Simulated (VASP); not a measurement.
Input:

```
BN
1.0
    1.25578    -2.17507     0.00000
    1.25578     2.17507     0.00000
    0.00000     0.00000     7.12342
B N
2 2
Direct
  0.33333   0.66667   0.25000
  0.66667   0.33333   0.75000
  0.66667   0.33333   0.25000
  0.33333   0.66667   0.75000
```

All values below come from revTPSS meta-GGA, VASP's PBE PAW potentials (set 64) (plane waves; VASP). Numerical set-up: 520 eV cut-off, 11×11×4 Γ-centred mesh, tetrahedra with Blöchl corrections, potentials B N.

Without a dispersion term in the relaxation, distances and binding between the weakly bound layers, chains or molecules are unreliable, and so is what depends on them.

### Question
Estimate the energy per atom (σ→0), band gap (over mesh and band path) with the smallest direct gap where there is one.

### Answer

```json
{
 "band gap (over mesh and band path)": "4.52 eV",
 "smallest direct gap (over mesh and band path)": "4.83 eV",
 "energy per atom (σ→0)": "-9.985 eV/atom"
}
```

The absolute energy has meaning only against runs of the same code, potentials and settings.

The compound is BN in the hex structure. It was relaxed first, which changed the volume by +8 %.
